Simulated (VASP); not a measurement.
Data:

```xyz
2
Lattice="2.9912 0.0000 0.0000 0.0000 2.9912 0.0000 0.0000 0.0000 2.9912" Properties=species:S:1:pos:R:3 pbc="T T T"
Al     1.4956     1.4956     1.4956
Ru     0.0000     0.0000     0.0000
```

These are rev-vdW-DF2, VASP's PBE PAW potentials (set 64) (plane waves; VASP) values and carry that method's errors. Numerical set-up: 520 eV cut-off, Gaussian smearing of 0.050 eV, potentials Al Ru_pv.

Task: Give the energies of bands 4 to 11 at the high-symmetry points, in eV from the Fermi level.

Result: 
```json
[
 {"band": "4", "Γ": "-9.63", "X": "-5.80", "M": "-6.01", "R": "-4.60"},
 {"band": "5", "Γ": "-3.53", "X": "-5.43", "M": "-3.03", "R": "-4.60"},
 {"band": "6", "Γ": "-3.53", "X": "-2.73", "M": "-1.31", "R": "-4.60"},
 {"band": "7", "Γ": "0.19", "X": "-1.59", "M": "-1.31", "R": "1.65"},
 {"band": "8", "Γ": "0.19", "X": "-1.59", "M": "-1.15", "R": "1.65"},
 {"band": "9", "Γ": "0.19", "X": "0.45", "M": "-1.15", "R": "2.59"},
 {"band": "10", "Γ": "6.10", "X": "2.31", "M": "1.56", "R": "4.18"},
 {"band": "11", "Γ": "6.10", "X": "7.54", "M": "5.31", "R": "4.18"}
]
```

It has no gap at this level: it comes out as a metal or semimetal.

The compound is RuAl in the CsCl type structure. It was relaxed first. The electron count is odd and the run is not spin-polarised, which forces a metal.
